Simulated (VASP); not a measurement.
Given:

```xyz
1
Lattice="-1.6547 1.6547 1.6547 1.6547 -1.6547 1.6547 1.6547 1.6547 -1.6547" Properties=species:S:1:pos:R:3 pbc="T T T"
Nb     0.0000     0.0000     0.0000
```

Level of theory: vdW-DF2, VASP's PBE PAW potentials (set 64) (plane waves; VASP 6.6.1). Settings: 520 eV cut-off, 15×15×15 Γ-centred mesh, first-order Methfessel-Paxton smearing of 0.10 eV, potentials Nb_sv.

Problem. What does the run give for the energy per atom (σ→0), pressure, band gap (on the k-mesh) with the smallest direct gap where there is one?

Solution. 
| Quantity | Result |
|---|---|
| band gap (on the k-mesh) | none (metal, semimetal or under 0.01 eV) |
| energy per atom (σ→0) | -6.301 eV/atom |
| pressure | 10.83 GPa |

The absolute energy has meaning only against runs of the same code, potentials and settings.

The compound is Nb in the bcc structure. This cell is one point of a volume scan, at 0.94 of the reference volume.
